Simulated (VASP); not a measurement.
```xyz
1
Lattice="-2.7395 2.7395 4.0730 2.7395 -2.7395 4.0730 2.7395 2.7395 -4.0730" Properties=species:S:1:pos:R:3 pbc="T T T"
Cs     0.0000     0.0000     0.0000
```

These are r2SCAN meta-GGA, VASP's PBE PAW potentials (set 64) (plane waves; VASP) values and carry that method's errors. Settings: 400 eV cut-off, 11×11×11 Γ-centred mesh, tetrahedra with Blöchl corrections, potentials Cs_sv.

Q: Give the energies of bands 5 to 7 at the high-symmetry points, in eV from the Fermi level.

A: 
```tsv
band	Γ	X	P	N	M	S	R
5	-1.74	0.33	0.72	0.06	0.26	0.68	0.75
6	2.60	1.13	1.27	0.60	1.14	1.01	1.09
7	2.76	1.45	1.27	2.42	1.25	1.11	1.33
```

It has no gap at this level: it comes out as a metal or semimetal.

The structure comes from a computed database's Cs entry (I4/mmm); how it stands against other phases isn't given here. It was relaxed first.
